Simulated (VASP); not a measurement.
Here is the system:

```
InAs
1.0
    0.00000     3.18781     3.18781
    3.18781     0.00000     3.18781
    3.18781     3.18781     0.00000
In As
1 1
Direct
  0.00000   0.00000   0.00000
  0.25000   0.25000   0.25000
```

Method: vdW-DF2, VASP's PBE PAW potentials (set 64) (plane waves; VASP 6.6.1). Run with 520 eV cut-off, Gaussian smearing of 0.050 eV, potentials In_d As.

Question: Give the energies of bands 7 to 12 at the high-symmetry points, in eV from the Fermi level.

Answer: 
| band | Γ | X | U | L | W |
|---|---|---|---|---|---|
| 7 | -1.28 | -5.30 | -5.20 | -5.12 | -5.20 |
| 8 | 0.00 | -1.83 | -2.58 | -0.78 | -2.34 |
| 9 | 0.00 | -1.83 | -1.53 | -0.78 | -2.24 |
| 10 | 0.00 | 1.71 | 2.01 | 0.47 | 3.39 |
| 11 | 3.76 | 1.89 | 3.79 | 4.51 | 4.18 |
| 12 | 3.76 | 8.01 | 6.48 | 4.51 | 4.43 |

It has no gap at this level: it comes out as a metal or semimetal.

The compound is InAs in the zinc blende structure. It was relaxed first, which changed the volume by +16 %.
